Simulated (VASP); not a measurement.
Cd$_{2}$TeSe (space group P3m1): the band gap from VASP (plane waves, PAW) at several levels of theory. Gaps are without spin-orbit coupling. Each level names its cell: its own relaxed one, PBE's, or the starting one. A gap is the smallest over the k-mesh and a band path; hybrids may have named points in place of the path, and GW has the mesh alone.

| level | band gap (eV) |
|---|---|
| LDA (own cell) | 0.11 |
| HSE06 (PBE cell) | 1.01 |

The cell of the LDA (own cell) run:

Space group P3m1 (No. 156); a = 4.3912 Å, b = 4.3912 Å, c = 7.1801 Å, α = 90.00°, β = 90.00°, γ = 120.00°

| atom | site | symmetry | x | y | z |
|---|---|---|---|---|---|
| Cd | 1c | 3m. | 0.6667 | 0.3333 | 0.4838 |
| Cd | 1a | 3m. | 0.0000 | 0.0000 | 0.0150 |
| Te | 1a | 3m. | 0.0000 | 0.0000 | 0.6280 |
| Se | 1c | 3m. | 0.6667 | 0.3333 | 0.1213 |

Only levels that ran to the end are used. Left out are those held back, those with too coarse a band path, GW runs whose mesh misses a band edge, hybrids' fits of cells that aren't cubic and levels without matching references; a question may draw on a part of the rest.

The structure comes from a computed database's Cd2TeSe entry (P3m1); how it stands against other phases isn't given here.
